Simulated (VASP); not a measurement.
Data:

```
CELL_PARAMETERS angstrom
     -2.94014     2.94014     1.59930
      2.94014    -2.94014     1.59930
      2.94014     2.94014    -1.59930
ATOMIC_POSITIONS crystal
  Sn 0.75000 0.25000 0.50000
  Sn 0.00000 0.00000 0.00000
```

Calculation: LDA (Ceperley-Alder, Perdew-Zunger), VASP's LDA PAW potentials (set 64) (plane waves; VASP 6.6.1). Run with 400 eV cut-off, 12×12×12 Γ-centred mesh, first-order Methfessel-Paxton smearing of 0.10 eV, potentials Sn_d.

Energy and stress use the plane-wave basis of the starting cell.

Q: The ions, cell shape and volume are relaxed. Give the cell that the relaxation ends in.

A: 
```
CELL_PARAMETERS angstrom
     -2.88974     2.88974     1.56634
      2.88974    -2.88974     1.56634
      2.88974     2.88974    -1.56634
ATOMIC_POSITIONS crystal
  Sn 0.75000 0.25000 0.50000
  Sn 0.00000 0.00000 0.00000
```
Space group I4_1/amd (141), at a tolerance of 0.03 Å.

Q: How do energy and volume change from the first to the last step?

A: The energy (σ→0) changes by -14.4 meV/atom and the volume by -5.4 %, in 7 ionic steps.

```tsv
step	E(σ→0) (eV)	max force (eV/Å)	pressure (GPa)	volume (Å³)
1	-8.9532	0.000	-2.95	55.30
2	-8.9778	0.000	1.28	51.32
3	-8.9818	0.000	0.00	52.35
4	-8.9818	0.000	0.08	52.29
5	-8.9819	0.000	-0.08	52.39
6	-8.9819	0.000	-0.10	52.39
7	-8.9819	0.000	0.01	52.32
```

The structure comes from a computed database's Sn entry (I4_1/amd); how it stands against other phases isn't given here. This run relaxes it. Symmetry was kept, so distortions that lower it aren't found.
